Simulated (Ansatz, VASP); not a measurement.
**Two plane-wave programs on HfMg3**

File INCAR:

```
ALGO     = Normal         # electronic algorithm
EDIFF    = 1E-7           # SCF threshold, eV
ENCUT    = 520            # plane-wave cutoff, eV
GGA      = PE             # functional
ISIF     = 2              # what is computed and relaxed
ISMEAR   = -1             # smearing method
LASPH    = T              # aspherical terms in the spheres
LCHARG   = F              # write CHGCAR
LREAL    = F              # projectors in reciprocal space
LWAVE    = F              # write WAVECAR
NBANDS   = 16             # bands
NELM     = 60             # most SCF steps
PREC     = Accurate       # precision mode
SIGMA    = 0.05           # smearing width, eV
```

The input KPOINTS:

```
k-points
0
Gamma
  6 6 6
```

File POSCAR:

```
HfMg3
1.0
    4.4627369616      0.0000000000      0.0000000000
    0.0000000000      4.4627369616      0.0000000000
    0.0000000000      0.0000000000      4.4627369616
Hf Mg
1 3
Direct
    0.0000000000      0.0000000000      0.0000000000
    0.0000000000      0.5000000000      0.5000000000
    0.5000000000      0.0000000000      0.5000000000
    0.5000000000      0.5000000000      0.0000000000
```

input.yaml

```yaml
crystal:
  lattice:
    - [4.4627369616, 0.0, 0.0]
    - [0.0, 4.4627369616, 0.0]
    - [0.0, 0.0, 4.4627369616]
  atoms:
    - { symbol: Hf, position: [0.0, 0.0, 0.0] }
    - { symbol: Mg, position: [0.0, 0.5, 0.5] }
    - { symbol: Mg, position: [0.5, 0.0, 0.5] }
    - { symbol: Mg, position: [0.5, 0.5, 0.0] }
hamiltonian:
  xc: pbe
  pseudopotentials: { kind: paw }
kpoints:
  mp_grid: { grid: [6, 6, 6] }
scf:
  occupations: { method: fermi_dirac, width: 0.05 }
output:
  forces: true
  stress: true
  eigenvalues: true
  write_density: true
  write_potential: true
  elf: true
  volumetric_format: npy
```

Change from the starting cell: volume scaled by 1.02.

Alike in both runs: task single point; functional PBE; k mesh 6 × 6 × 6; occupations fermi-dirac, width 0.05 eV; no spin polarisation.

```csv
,VASP,Ansatz
version,VASP 6.6.1,Ansatz 0.2.0
potentials or method,"VASP PAW PBE potentials, release 64 (Hf_pv, Mg)",Ansatz PAW
plane-wave cutoff (eV),520,420
valence electrons in the cell,16,56
```

|  | VASP | Ansatz | Ansatz less VASP |
| --- | --- | --- | --- |
| gap on the k mesh at the Fermi level (eV) | none | none | - |
| pressure (GPa) | -1.1 | -1.0 | +0.12 |

A gap of «none» marks a metal or a gap that the smearing closes. The two sets of potentials don't hold the same shells in valence.

Spin-orbit coupling is left out, which matters for the levels of Hf.
